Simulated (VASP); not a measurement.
An input for Ansatz (written as the equivalent of a VASP run, and not itself run):

Ansatz 0.2 input:
```yaml
crystal:
  lattice:
    - [-2.8737886, 2.8737886, 2.8737886]
    - [2.8737886, -2.8737886, 2.8737886]
    - [2.8737886, 2.8737886, -2.8737886]
  atoms:
    - { symbol: Rb, position: [0.0000000, 0.0000000, 0.0000000] }
kpoints:
  mp_grid: { grid: [8, 8, 8] }
hamiltonian:
  xc: r2scan
  pseudopotentials: { kind: paw }
scf:
  occupations: { method: methfessel_paxton, width: 0.1 }
  max_iter: 100
output: { forces: true, stress: true, eigenvalues: true }
```

Problem. Translate this input to VASP (INCAR, KPOINTS, POSCAR, choice of POTCAR).

Solution. One answer among several that fit: 
**POSCAR**
```
Rb
1
   -2.8737885589     2.8737885589     2.8737885589
    2.8737885589    -2.8737885589     2.8737885589
    2.8737885589     2.8737885589    -2.8737885589
Rb
1
Direct
  0.0000000000   0.0000000000   0.0000000000
```

**INCAR**
```
! general
SYSTEM  = Rb
PREC    = Accurate
ENCUT   = 480
LREAL   = .FALSE.
LASPH   = .TRUE.

! electronic loop
EDIFF   = 1E-7
NELM    = 100
ALGO    = Normal
LMAXMIX = 4
LMIXTAU = .TRUE.

! smearing
ISMEAR  = 1
SIGMA   = 0.1

! functional
METAGGA = R2SCAN

! ions
ISIF    = 2

! output
LWAVE   = .FALSE.
LCHARG  = .FALSE.
```

KPOINTS:
```
Automatic mesh
0
Gamma
8 8 8
0 0 0
```

POTCAR, in this order: Rb_sv (PBE.64 set). Program: vasp_std.

The two are equivalent in intent, not identical: each code has its own PAW files, so the cut-off isn't converted (ENCUT is set for VASP's; basis.ecutwfc is left out, and Ansatz then takes the one that its files recommend); Ansatz stops its SCF on the density residual and VASP on the energy change (EDIFF).

The compound is Rb in the bcc structure. It was relaxed first, which changed the volume by +5 %.
